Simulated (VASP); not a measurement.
A run of VASP 6.6.1:

The input POSCAR:

```
Ga2Ge2O3                                
1.0
   -4.3159827229      4.3159827229      4.3159827229
    4.3159827229     -4.3159827229      4.3159827229
    4.3159827229      4.3159827229     -4.3159827229
  Ga              Ge              O             
     4     4     6
Direct
     0.0025773504103698    0.0025773504103698    0.0025773504103698
     0.0000000000000000    0.4974226495896302    0.5000000000000000
     0.5000000000000000    0.0000000000000000    0.4974226495896302
     0.4974226495896302    0.5000000000000000    0.0000000000000000
     0.5000000000000000    0.0000000000000000    0.1086980986793643
     0.1086980986793643    0.5000000000000000    0.0000000000000000
     0.0000000000000000    0.1086980986793643    0.5000000000000000
     0.3913019013206356    0.3913019013206356    0.3913019013206356
     0.3449744131524224    0.0949744131524225    0.2500000000000000
     0.1550255868475775    0.4050255868475776    0.7500000000000000
     0.7500000000000000    0.1550255868475775    0.4050255868475776
     0.2500000000000000    0.3449744131524224    0.0949744131524225
     0.4050255868475776    0.7500000000000000    0.1550255868475775
     0.0949744131524225    0.2500000000000000    0.3449744131524224
```

Contents of INCAR.step1:

```
PREC     = Accurate       # precision mode
ENCUT    = 520            # plane-wave cutoff, eV
EDIFF    = 1E-6           # SCF threshold, eV
ISMEAR   = 0              # smearing method
SIGMA    = 0.03           # smearing width, eV
LREAL    = F              # projectors in reciprocal space
LASPH    = T              # aspherical terms in the spheres
NELM     = 100            # most SCF steps
ALGO     = Fast           # electronic algorithm
ISIF     = 2              # what is computed and relaxed
LWAVE    = F              # write WAVECAR
LCHARG   = T              # write CHGCAR
GGA      = PE             # functional
KPAR     = 4
```

The input KPOINTS.step1:

```
Automatic mesh
0
Gamma
  4 4 4
```

The input INCAR.step2:

```
PREC     = Accurate       # precision mode
ENCUT    = 520            # plane-wave cutoff, eV
EDIFF    = 1E-6           # SCF threshold, eV
ISMEAR   = -5             # smearing method
SIGMA    = 0.03           # smearing width, eV
LREAL    = F              # projectors in reciprocal space
LASPH    = T              # aspherical terms in the spheres
NELM     = 100            # most SCF steps
ALGO     = Fast           # electronic algorithm
ISIF     = 2              # what is computed and relaxed
LWAVE    = F              # write WAVECAR
LCHARG   = F              # write CHGCAR
GGA      = PE             # functional
LORBIT   = 11             # projections on sites
KPAR     = 4            
NEDOS    = 1001           # points of the DOS
ICHARG   = 11             # starting density
```

KPOINTS.step2

```
Automatic mesh
0
Gamma
  6 6 6
```

Potentials or basis: VASP PAW PBE potentials, release 64 (Ga_d, Ge_d, O).

The run is started by

```console
$ cat potpaw_PBE.64/Ga_d/POTCAR potpaw_PBE.64/Ge_d/POTCAR potpaw_PBE.64/O/POTCAR > POTCAR
$ cp INCAR.step1 INCAR
$ cp KPOINTS.step1 KPOINTS
$ mpirun -np 4 vasp_std > vasp.out
$ cp INCAR.step2 INCAR
$ cp KPOINTS.step2 KPOINTS
$ mpirun -np 4 vasp_std > vasp.out
```

Hardware: 4 MPI ranks on Intel(R) Xeon(R) 6975P-C (Granite Rapids) (shared host).

Question: How long does it take, and how much memory?

Answer: Wall time 3.7 min on 4 MPI ranks on Intel(R) Xeon(R) 6975P-C (Granite Rapids), on a shared host, peak memory 0.63 GiB a rank. Counts: scf iterations 20, k points 18.
